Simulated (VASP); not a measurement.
```yaml
crystal:
  lattice:
    - [3.50121, 0.00000, 0.00000]
    - [0.00000, 11.92816, 0.00000]
    - [0.00000, 0.00000, 17.19980]
  atoms:
    - { symbol: Nb, position: [0.50000, 0.99972, 0.34884] }
    - { symbol: Nb, position: [0.00000, 0.24972, 0.34884] }
    - { symbol: Nb, position: [0.00000, 0.49972, 0.44962] }
    - { symbol: Nb, position: [0.50000, 0.74972, 0.44962] }
    - { symbol: Nb, position: [0.50000, 0.99972, 0.55038] }
    - { symbol: Nb, position: [0.00000, 0.24972, 0.55038] }
    - { symbol: Nb, position: [0.00000, 0.49972, 0.65116] }
    - { symbol: Nb, position: [0.50000, 0.74972, 0.65116] }
    - { symbol: As, position: [0.00000, 0.91728, 0.44962] }
    - { symbol: As, position: [0.50000, 0.16728, 0.44962] }
    - { symbol: As, position: [0.50000, 0.41728, 0.34884] }
    - { symbol: As, position: [0.00000, 0.66728, 0.34884] }
    - { symbol: As, position: [0.00000, 0.91728, 0.65116] }
    - { symbol: As, position: [0.50000, 0.16728, 0.65116] }
    - { symbol: As, position: [0.50000, 0.41728, 0.55038] }
    - { symbol: As, position: [0.00000, 0.66728, 0.55038] }
```

Level of theory: PBEsol GGA, VASP's PBE PAW potentials (set 64) (plane waves; VASP 6.6.1). Settings: LREAL = Auto, 300 eV cut-off, 9×3×1 Γ-centred mesh, first-order Methfessel-Paxton smearing of 0.10 eV, potentials Nb_sv As.

The cell holds a wide vacuum, so values per volume refer to the whole cell.

Q: Give the energies of bands 65 to 78 at the high-symmetry points, in eV from the Fermi level.

A: 
```tsv
band	Γ	X	Z	U
65	-0.92	-0.81	-0.92	-0.95
66	-0.73	-0.81	-0.92	-0.95
67	-0.55	-0.53	-0.45	-0.60
68	-0.49	-0.53	-0.45	-0.60
69	-0.41	-0.41	-0.36	-0.34
70	-0.29	-0.41	-0.36	-0.34
71	-0.19	0.09	-0.18	-0.02
72	-0.08	0.09	-0.18	-0.02
73	0.25	0.32	0.34	0.27
74	0.34	0.32	0.34	0.27
75	0.35	0.46	0.45	0.51
76	0.37	0.46	0.45	0.51
77	0.55	0.79	0.55	0.75
78	0.84	0.79	0.55	0.75
```

It has no gap at this level: it comes out as a metal or semimetal.

The cell is a sheet with vacuum, built from a database entry that may be metastable or hypothetical.
